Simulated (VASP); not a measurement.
A calculation with VASP 6.6.1 of Mg6SiSb (native input, structure from a POSCAR):

The input INCAR:

```
  PREC = Accurate
  ENCUT = 520
  EDIFF = 1E-6
  ISMEAR = 0
  SIGMA = 0.02
  LREAL = F
  LASPH = T
  NELM = 100
  ALGO = Normal
  ISIF = 2
  LWAVE = F
  LCHARG = T
  GGA = PS
  LELF = T
  LVHAR = T
```

File KPOINTS:

```
Automatic mesh
0
Gamma
  5 5 5
```

Contents of POSCAR:

```
Mg6SiSb
5.1472
    0.999991257383      0.000000000000      0.000000000000
    0.000000000000      0.580111031240      1.120571864315
    0.000000000000     -0.580111031240      1.120571864315
Sb Si Mg
1 1 6
Direct
    0.5000000000      0.6434210000      0.6434210000
    0.0000000000      0.8780390000      0.8780390000
    0.5000000000      0.1717850000      0.1717850000
    0.5000000000      0.6624810000      0.1469590000
    0.5000000000      0.1469590000      0.6624810000
    0.0000000000      0.3281680000      0.3281680000
    0.0000000000      0.8369930000      0.3321550000
    0.0000000000      0.3321550000      0.8369930000
```

Potentials or basis: VASP PAW PBE potentials, release 64 (Sb, Si, Mg_pv).

Launch:

```console
$ cat potpaw_PBE.64/Sb/POTCAR potpaw_PBE.64/Si/POTCAR potpaw_PBE.64/Mg_pv/POTCAR > POTCAR
$ mpirun -np 1 vasp_std > vasp.out
```

The cell comes from a database or a generator and needn't be the stable form of this composition.

Problem. Write the same calculation in another form: ASE script, structure typed inline.

Solution. As run:

File run.py:

```python
from ase import Atoms
from ase.calculators.vasp import Vasp
from ase.dft.bandgap import bandgap

atoms = Atoms(
    ['Sb', 'Si', 'Mg', 'Mg', 'Mg', 'Mg', 'Mg', 'Mg'],
    cell=[[5.147155, 0.0, 0.0], [0.0, 2.9859475, 5.7678075], [0.0, -2.9859475, 5.7678075]],
    scaled_positions=[[0.5, 0.643421, 0.643421], [0.0, 0.878039, 0.878039], [0.5, 0.171785, 0.171785], [0.5, 0.662481, 0.146959], [0.5, 0.146959, 0.662481], [0.0, 0.328168, 0.328168], [0.0, 0.836993, 0.332155], [0.0, 0.332155, 0.836993]],
    pbc=True,
)
calc = Vasp(
    directory='calc',
    xc='pbesol',
    pp='PBE',
    setups='materialsproject',
    prec='Accurate',
    encut=520,
    ediff=1e-07,
    ismear=0,
    sigma=0.02,
    lreal=False,
    lasph=True,
    nelm=100,
    algo='Normal',
    isif=2,
    lwave=False,
    lcharg=False,
    kpts=[5, 5, 5],
    gamma=True,
)
atoms.calc = calc

print('energy (eV):', atoms.get_potential_energy())
print('free energy (eV):', atoms.get_potential_energy(force_consistent=True))
print('forces (eV/A):')
print(atoms.get_forces())
print('stress (eV/A^3, Voigt):', atoms.get_stress())
print('Fermi level (eV):', calc.get_fermi_level())
gap, top, bottom = bandgap(calc)
print('band gap (eV):', gap, 'from (spin, k, band)', top, 'to', bottom)
```

Potentials or basis: VASP PAW PBE potentials, release 64 (Sb, Si, Mg_pv).

Launch:

```bash
$ python run.py
```

Both were run:

|  | native input, structure from a POSCAR | ASE script, structure typed inline |
| --- | --- | --- |
| Pressure | -0.9 GPa | -0.9 GPa |
| Largest force | 0.035 eV/Å | 0.035 eV/Å |
| Band gap on the k mesh | none (metal or under the smearing width) | none (metal or under the smearing width) |

Keys that steer only the numerical path or the files written may differ.

Caveat: the PAW data sets were made with another functional, which shifts forces and pressure a little.
